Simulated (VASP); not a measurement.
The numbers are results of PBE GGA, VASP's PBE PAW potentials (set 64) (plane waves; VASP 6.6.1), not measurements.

A VASP calculation is set up with these files.

**INCAR**
```
ALGO = Normal
EDIFF = 1E-8
EDIFFG = -0.001
ENCUT = 400
GGA = PE
IBRION = 1
ISIF = 2
ISMEAR = 0
LASPH = .True.
LCHARG = .False.
LMAXMIX = 4
LREAL = .False.
LWAVE = .False.
NELM = 100
NSW = 30
PREC = Accurate
SIGMA = 0.05
SYSTEM = PbS
```

### KPOINTS
```
K-points
0
gamma
  7 7 7
0 0 0
```

**POSCAR**
```
PbS
1
    0.0000000000     3.0019069076     3.0019069076
    3.0019069076     0.0000000000     3.0019069076
    3.0019069076     3.0019069076     0.0000000000
Pb S
1 1
Direct
  0.0000000000   0.0000000000   0.0000000000
  0.5000000000   0.5000000000   0.5000000000
```

POTCAR, in this order: Pb_d S (PBE.64 set). Program: vasp_std.

The run wrote:

File OSZICAR:
```
       N       E                     dE             d eps       ncg     rms          rms(c)
DAV:   1     0.150417566726E+03    0.15042E+03   -0.85666E+03   560   0.124E+03
DAV:   2     0.307024766013E+01   -0.14735E+03   -0.14341E+03   608   0.326E+02
DAV:   3    -0.899411570891E+01   -0.12064E+02   -0.11818E+02   698   0.100E+02
DAV:   4    -0.927368707135E+01   -0.27957E+00   -0.27946E+00   658   0.192E+01
DAV:   5    -0.928553949181E+01   -0.11852E-01   -0.11852E-01   792   0.348E+00    0.438E+00
DAV:   6    -0.876572263970E+01    0.51982E+00   -0.16316E+00   814   0.973E+00    0.311E+00
DAV:   7    -0.876754082791E+01   -0.18182E-02   -0.15239E-01   596   0.220E+00    0.184E+00
DAV:   8    -0.877133572005E+01   -0.37949E-02   -0.17474E-02   602   0.165E+00    0.334E-01
DAV:   9    -0.877079114720E+01    0.54457E-03   -0.36660E-03   848   0.602E-01    0.968E-02
DAV:  10    -0.877101883273E+01   -0.22769E-03   -0.39715E-04   590   0.130E-01    0.608E-02
DAV:  11    -0.877102494810E+01   -0.61154E-05   -0.63633E-05   708   0.968E-02    0.113E-02
DAV:  12    -0.877102612360E+01   -0.11755E-05   -0.41348E-06   686   0.219E-02    0.298E-03
DAV:  13    -0.877102617413E+01   -0.50528E-07   -0.18376E-07   690   0.539E-03    0.107E-03
DAV:  14    -0.877102621502E+01   -0.40898E-07   -0.14936E-07   602   0.260E-03    0.486E-04
DAV:  15    -0.877102622718E+01   -0.12155E-07   -0.16534E-09   562   0.484E-04    0.439E-04
DAV:  16    -0.877102624509E+01   -0.17912E-07   -0.83724E-10   334   0.212E-04    0.365E-05
DAV:  17    -0.877102624379E+01    0.13051E-08   -0.89207E-11   328   0.127E-04
   1 F= -.87710262E+01 E0= -.87710262E+01  d E =-.877103E+01
```

File OUTCAR:
```
------------------------ aborting loop because EDIFF is reached ----------------------------------------
  FORCE on cell =-STRESS in cart. coord.  units (eV):
  Direction    XX          YY          ZZ          XY          YZ          ZX
  --------------------------------------------------------------------------------------
  Total        0.0113549      0.0113549      0.0113549      0.0000000      0.0000000      0.0000000
  in kB        0.3362572      0.3362572      0.3362572      0.0000000      0.0000000      0.0000000
  external PRESSURE =       0.3362572 kB  Pullay stress =       0.0000000 kB
  volume of cell :       54.10
      direct lattice vectors                 reciprocal lattice vectors
     0.000000000  3.001906908  3.001906908    -0.166560795  0.166560795  0.166560795
     3.001906908  0.000000000  3.001906908     0.166560795 -0.166560795  0.166560795
     3.001906908  3.001906908  0.000000000     0.166560795  0.166560795 -0.166560795
  FREE ENERGIE OF THE ION-ELECTRON SYSTEM (eV)
  ---------------------------------------------------
  free  energy   TOTEN  =        -8.7710262438 eV

  energy  without entropy=       -8.7710262438  energy(sigma->0) =       -8.77102624

 reached required accuracy - stopping structural energy minimisation
```
(Selected blocks of OUTCAR.)

The compound is PbS in the rock salt structure. It was relaxed first. The start is the result of an earlier pass.
